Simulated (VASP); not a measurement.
Input for VASP

### INCAR
```
ISIF = 2
EDIFF = 1E-6
ENCUT = 400   # plane-wave cut-off (eV)
NELM = 100
GGA = PE
LMAXMIX = 4
LWAVE = .False.
SIGMA = 0.05
LASPH = .True.   # aspherical one-centre terms
SYSTEM = BAs
PREC = Accurate
LREAL = .False.   # projection in real space or not
ISMEAR = 0   # Gaussian
ALGO = Normal   # blocked Davidson
LCHARG = .False.
```

File POSCAR:
```
BAs
1
    0.0000000000     2.3944440000     2.3944440000
    2.3944440000     0.0000000000     2.3944440000
    2.3944440000     2.3944440000     0.0000000000
B As
1 1
Direct
  0.2500000000   0.2500000000   0.2500000000
  0.0000000000   0.0000000000   0.0000000000
```

KPOINTS:
```
Automatic mesh
0
Gamma
10 10 10
0 0 0
```

POTCAR, in this order: B As (PBE.64 set). Program: vasp_std.

**Question.** Translate this PBE calculation to Quantum ESPRESSO's pw.x.

**Answer.** One equivalent input (not run):
```
&CONTROL
  calculation = 'scf'
  pseudo_dir = './pseudo'
  outdir = './out'
  tprnfor = .true.
  tstress = .true.
/
&SYSTEM
  ibrav = 0
  nat = 2
  ntyp = 2
  ecutwfc = 84
  occupations = 'smearing'
  smearing = 'gaussian'
  degauss = 0.003675
  input_dft = 'pbe'
/
&ELECTRONS
  conv_thr = 7.3e-08
  electron_maxstep = 100
/
ATOMIC_SPECIES
  B 10.810 B.upf
  As 74.922 As.upf
CELL_PARAMETERS angstrom
     0.0000000    2.3944440    2.3944440
     2.3944440    0.0000000    2.3944440
     2.3944440    2.3944440    0.0000000
ATOMIC_POSITIONS crystal
  B    0.2500000  0.2500000  0.2500000
  As   0.0000000  0.0000000  0.0000000
K_POINTS automatic
  10 10 10 0 0 0
```
The two are equivalent in intent, not identical: the potentials are each code's own (VASP's PAW set, PseudoDojo norm-conserving files in pw.x), so ENCUT and ecutwfc are chosen apart and not converted; conv_thr bounds pw.x's estimated SCF error, while EDIFF bounds the energy change between steps.

The structure comes from a computed database's BAs entry; how it stands against other phases isn't given here. The cell was not relaxed at this level. The run is one of a series of settings (AEXX removed, HFRCUT removed, ISYM removed, LHFCALC removed, PRECFOCK removed against the base run), some of them coarse on purpose.
